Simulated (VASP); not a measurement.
Given:

```yaml
crystal:
  lattice:
    - [0.00000, 2.76273, 2.73290]
    - [2.76248, 0.00000, 2.73290]
    - [2.76248, 2.76273, 0.00000]
  atoms:
    - { symbol: Ce, position: [0.00000, 0.00000, 0.00000] }
    - { symbol: O, position: [0.25000, 0.25000, 0.25000] }
    - { symbol: O, position: [0.73569, 0.76431, 0.76431] }
```

Calculation: PBE GGA, VASP's PBE PAW potentials (set 64) (plane waves; VASP). Settings: 520 eV cut-off, 11×11×11 Γ-centred mesh, Gaussian smearing of 0.050 eV, potentials Ce O.

Question: What does the run give for the energy per atom (σ→0), pressure, largest force?

Answer: 
The energy per atom (σ→0) is -8.733 eV/atom. The pressure is -3.37 GPa and the largest force is 0.01858 Ry/bohr.

The absolute energy has meaning only against runs of the same code, potentials and settings.

The compound is CeO2 in the fluorite structure. The cell was not relaxed at this level, atoms are displaced from their ideal sites. The run is one of a series of settings (KPOINTS 11×11×11 Γ-centred mesh against the base run), some of them coarse on purpose. The run is not spin-polarised, so no magnetic state was tried.
